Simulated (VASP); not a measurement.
Consider the following.

```
InF3
1.0
    2.60214     1.50235     4.90751
   -2.60214     1.50235     4.90751
    0.00000    -3.00469     4.90751
In F
2 6
Cartesian
  0.00000   0.00000   7.36126
  0.00000   0.00000   0.00000
 -0.92191   1.40789   6.13438
  0.92191  -1.40789   8.58814
 -0.75832  -1.50235   6.13438
  0.75832   1.50235   8.58814
  1.68023   0.09445   6.13438
 -1.68023  -0.09445   8.58814
```

The numbers are results of LDA (Ceperley-Alder, Perdew-Zunger), VASP's LDA PAW potentials (set 64) (plane waves; VASP), not measurements. Numerical set-up: 400 eV cut-off, 5×5×5 Γ-centred mesh, Fermi-Dirac smearing of 0.050 eV, potentials In_d F.

At this cut-off the stress carries a Pulay error, which pulls relaxed volumes low.

Task: Give the force on each atom (eV/Å).

Result: 
| atom | Fx | Fy | Fz |
|---|---|---|---|
| In1 | 0.000 | 0.000 | 0.000 |
| In2 | 0.000 | 0.000 | 0.000 |
| F3 | -0.094 | -0.163 | 0.000 |
| F4 | 0.094 | 0.163 | 0.000 |
| F5 | 0.189 | 0.000 | 0.000 |
| F6 | -0.189 | 0.000 | 0.000 |
| F7 | -0.094 | 0.163 | 0.000 |
| F8 | 0.094 | -0.163 | 0.000 |

Task: Give the stress tensor in GPa (positive for a compressed cell).

Result: 
```
-12.97    0.00    0.00
  0.00  -12.97    0.00
  0.00    0.00  -13.39
```
The pressure is its mean diagonal, -13.11 GPa.

The structure comes from a computed database's InF3 entry (R-3c); how it stands against other phases isn't given here. The cell was not relaxed at this level.
